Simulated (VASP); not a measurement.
Computed with PBE GGA, VASP's PBE PAW potentials (set 64) (plane waves; VASP 6.6.1).

The input files of a VASP run:

### INCAR
```
LREAL=F   # projection in real space or not
SYSTEM=PbTe
LASPH=T   # aspherical one-centre terms
EDIFF=1E-6   # SCF stop (eV)
EDIFFG=-0.01   # ionic stop
IBRION=2   # conjugate gradients
NSW=60   # most ionic steps
ISIF=3   # ions, shape and volume
SIGMA=0.05
LWAVE=F
LMAXMIX=4
PREC=Accurate
NELM=100
GGA=PE   # PBE
ALGO=Normal   # blocked Davidson
LCHARG=F
ISMEAR=0
ENCUT=480
```

KPOINTS:
```
kpoints
0
gamma
 6 6 6
0 0 0
```

### POSCAR
```
PbTe
1
    0.0000000000     3.2800152784     3.2800152784
    3.2800152784    -0.0000000000     3.2800152784
    3.2800152784     3.2800152784    -0.0000000000
Te Pb
1 1
Direct
  0.5000000000   0.5000000000   0.5000000000
  0.0000000000   0.0000000000   0.0000000000
```

POTCAR, in this order: Te Pb (PBE.64 set). Program: vasp_std.

Output of the run:

File OSZICAR:
```
       N       E                     dE             d eps       ncg     rms          rms(c)
DAV:   1     0.320873035304E+02    0.32087E+02   -0.35962E+03   288   0.823E+02
DAV:   2    -0.606893612867E+01   -0.38156E+02   -0.37081E+02   391   0.107E+02
DAV:   3    -0.766598411837E+01   -0.15970E+01   -0.15955E+01   370   0.267E+01
DAV:   4    -0.768043362587E+01   -0.14450E-01   -0.14449E-01   319   0.307E+00
DAV:   5    -0.768077784372E+01   -0.34422E-03   -0.34422E-03   331   0.438E-01    0.710E+00
DAV:   6    -0.754237046769E+01    0.13841E+00   -0.41808E-01   309   0.265E+00    0.440E+00
DAV:   7    -0.753896651880E+01    0.34039E-02   -0.16678E-01   321   0.188E+00    0.165E+00
DAV:   8    -0.753906505653E+01   -0.98538E-04   -0.24237E-02   290   0.826E-01    0.436E-01
DAV:   9    -0.753910281375E+01   -0.37757E-04   -0.15397E-03   300   0.231E-01    0.191E-01
DAV:  10    -0.753910379355E+01   -0.97980E-06   -0.24724E-04   293   0.950E-02    0.121E-02
DAV:  11    -0.753910866409E+01   -0.48705E-05   -0.45273E-05   309   0.386E-02    0.253E-02
DAV:  12    -0.753910937021E+01   -0.70612E-06   -0.97435E-06   325   0.168E-02
   1 F= -.75391094E+01 E0= -.75391094E+01  d E =-.753911E+01
```

File OUTCAR:
```
------------------------ aborting loop because EDIFF is reached ----------------------------------------
  FORCE on cell =-STRESS in cart. coord.  units (eV):
  Direction    XX          YY          ZZ          XY          YZ          ZX
  --------------------------------------------------------------------------------------
  Total        0.0071619      0.0071619      0.0071619     -0.0000000      0.0000000     -0.0000000
  in kB        0.1625850      0.1625850      0.1625850     -0.0000000      0.0000000     -0.0000000
  external PRESSURE =       0.1625850 kB  Pullay stress =       0.0000000 kB
  volume of cell :       70.58
      direct lattice vectors                 reciprocal lattice vectors
     0.000000000  3.280015278  3.280015278    -0.152438314  0.152438314  0.152438314
     3.280015278  0.000000000  3.280015278     0.152438314 -0.152438314  0.152438314
     3.280015278  3.280015278  0.000000000     0.152438314  0.152438314 -0.152438314
  FREE ENERGIE OF THE ION-ELECTRON SYSTEM (eV)
  ---------------------------------------------------
  free  energy   TOTEN  =        -7.5391093702 eV

  energy  without entropy=       -7.5391093702  energy(sigma->0) =       -7.53910937

 reached required accuracy - stopping structural energy minimisation
```
(Selected blocks of OUTCAR.)

File OUTCAR:
```
 val. band max:        4.0464244983   @ k =   0.5000   0.0000   0.0000

 cond. band min:       4.8717503389   @ k =   0.5000   0.0000   0.0000


 Fermi energy:         4.2814881520

 k-point     1 :       0.0000    0.0000    0.0000
  band No.  band energies     occupation
      1      -7.5969      2.00000
      2      -1.6507      2.00000
      3       2.8786      2.00000
      4       2.8786      2.00000
      5       2.8786      2.00000
      6       8.0795      0.00000
      7       8.0795      0.00000
      8       8.0795      0.00000
      9       9.9359      0.00000

 k-point     2 :       0.1667    0.0000    0.0000
  band No.  band energies     occupation
      1      -7.3756      2.00000
      2      -2.2805      2.00000
      3       2.9436      2.00000
      4       2.9436      2.00000
      5       3.1965      2.00000
      6       6.9506      0.00000
      7       7.2050      0.00000
      8       7.2050      0.00000
      9       9.8090      0.00000

 k-point     3 :       0.3333    0.0000    0.0000
  band No.  band energies     occupation
      1      -6.7766      2.00000
      2      -3.5319      2.00000
      3       3.1385      2.00000
      4       3.1385      2.00000
      5       3.7048      2.00000
      6       5.5593      0.00000
      7       5.9821      0.00000
      8       5.9821      0.00000
      9      10.6911      0.00000

 k-point     4 :       0.5000    0.0000    0.0000
  band No.  band energies     occupation
      1      -6.2760      2.00000
      2      -4.3086      2.00000
      3       3.2954      2.00000
      4       3.2954      2.00000
      5       4.0464      2.00000
      6       4.8718      0.00000
      7       5.4328      0.00000
      8       5.4328      0.00000
      9      12.3480      0.00000

 k-point     5 :       0.1667    0.1667    0.0000
  band No.  band energies     occupation
      1      -7.3062      2.00000
      2      -2.3246      2.00000
      3       2.4737      2.00000
...
```

Unless said otherwise, spin-orbit coupling is left out, though it shifts the bands of the heavy elements here.

The compound is PbTe in the rock salt structure. It was relaxed first. The start is the result of an earlier pass.
